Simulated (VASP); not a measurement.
**WO$_{3}$ (space group P-42_1m): computed properties**

The numbers are results of LDA (Ceperley-Alder, Perdew-Zunger), VASP's LDA PAW potentials (set 64) (plane waves; VASP 6.6.1), not measurements.

```json
{
  "space_group": "P-42_1m (113)",
  "cell": "a = b = 7.564 Å, c = 3.827 Å, α = β = γ = 90.00°",
  "volume_per_atom": "13.69 Å³/atom",
  "band gap (over mesh and band path)": "1.02 eV",
  "smallest direct gap (over mesh and band path)": "1.03 eV",
  "band_edge_character": "indirect, Z to Γ",
  "density": "7.03 g/cm³"
}
```

Space group P-42₁m (No. 113); a = b = 7.5641 Å, c = 3.8272 Å, α = β = γ = 90.00°

```csv
atom,site,symmetry,x,y,z
W,4e,..m,0.7334,0.2334,0.0452
O,4e,..m,0.2465,0.2535,0.4874
O,8f,1,0.2507,0.0055,0.0023
```

Unless said otherwise, spin-orbit coupling is left out, though it shifts the bands of the heavy elements here.

The structure comes from a computed database's WO3 entry (P-42_1m); how it stands against other phases isn't given here. It was relaxed first, which changed the volume by -5 %. Symmetry was kept, so distortions that lower it aren't found.
